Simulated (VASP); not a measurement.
Given:

```xyz
2
Lattice="0.0000 2.6000 2.6000 2.6000 0.0000 2.6000 2.6000 2.6000 0.0000" Properties=species:S:1:pos:R:3 pbc="T T T"
Mg     0.0000     0.0000     0.0000
S      2.6000     2.6000     2.6000
```

Calculation: G0W0 on PBE orbitals, VASP's PBE PAW potentials (set 64) (plane waves; VASP 6.6.1). Settings: PREC = Normal, 500 eV cut-off, 4×4×4 Γ-centred mesh, Gaussian smearing of 0.010 eV, potentials Mg_sv_GW S_GW.

The mesh is coarse and the basis finite, so the quasiparticle values are not converged.

NBANDS = 64, ENCUTGW = 150 eV, NOMEGA = 64. The PBE levels (eV) that the step starts from are:

| state | KS energy | filling |
|---|---|---|
| k1 (0.00, 0.00, 0.00), band 5 | -8.58 | 2 |
| k1 (0.00, 0.00, 0.00), band 6 | 4.10 | 2 |
| k1 (0.00, 0.00, 0.00), band 7 | 4.10 | 2 |
| k1 (0.00, 0.00, 0.00), band 8 | 4.10 | 2 |
| k1 (0.00, 0.00, 0.00), band 9 | 7.82 | 0 |
| k1 (0.00, 0.00, 0.00), band 10 | 12.00 | 0 |
| k1 (0.00, 0.00, 0.00), band 11 | 12.00 | 0 |
| k1 (0.00, 0.00, 0.00), band 12 | 12.00 | 0 |
| k5 (0.50, 0.25, 0.00), band 5 | -7.10 | 2 |
| k5 (0.50, 0.25, 0.00), band 6 | 0.04 | 2 |
| k5 (0.50, 0.25, 0.00), band 7 | 1.88 | 2 |
| k5 (0.50, 0.25, 0.00), band 8 | 2.89 | 2 |
| k5 (0.50, 0.25, 0.00), band 9 | 8.49 | 0 |
| k5 (0.50, 0.25, 0.00), band 10 | 10.82 | 0 |
| k5 (0.50, 0.25, 0.00), band 11 | 12.89 | 0 |
| k5 (0.50, 0.25, 0.00), band 12 | 13.03 | 0 |

Task: Give the quasiparticle energies and renormalisation factors Z.

Result: 
```csv
state,QP energy (eV),Z
"k1 (0.00, 0.00, 0.00), band 5",-9.52,0.72
"k1 (0.00, 0.00, 0.00), band 6",3.34,0.77
"k1 (0.00, 0.00, 0.00), band 7",3.34,0.77
"k1 (0.00, 0.00, 0.00), band 8",3.34,0.77
"k1 (0.00, 0.00, 0.00), band 9",8.50,0.80
"k1 (0.00, 0.00, 0.00), band 10",12.74,0.79
"k1 (0.00, 0.00, 0.00), band 11",12.74,0.79
"k1 (0.00, 0.00, 0.00), band 12",12.74,0.79
"k5 (0.50, 0.25, 0.00), band 5",-7.86,0.71
"k5 (0.50, 0.25, 0.00), band 6",-1.02,0.75
"k5 (0.50, 0.25, 0.00), band 7",0.95,0.76
"k5 (0.50, 0.25, 0.00), band 8",2.01,0.77
"k5 (0.50, 0.25, 0.00), band 9",9.17,0.80
"k5 (0.50, 0.25, 0.00), band 10",11.55,0.79
"k5 (0.50, 0.25, 0.00), band 11",13.67,0.78
"k5 (0.50, 0.25, 0.00), band 12",13.95,0.78
```
On the mesh the gap opens from 2.76 to 4.18 eV.

The compound is MgS in the rock salt structure. The cell was not relaxed at this level. The k-mesh is coarse (spacing up to 0.52 per Å, 2π included), so the numbers may not be converged in it.
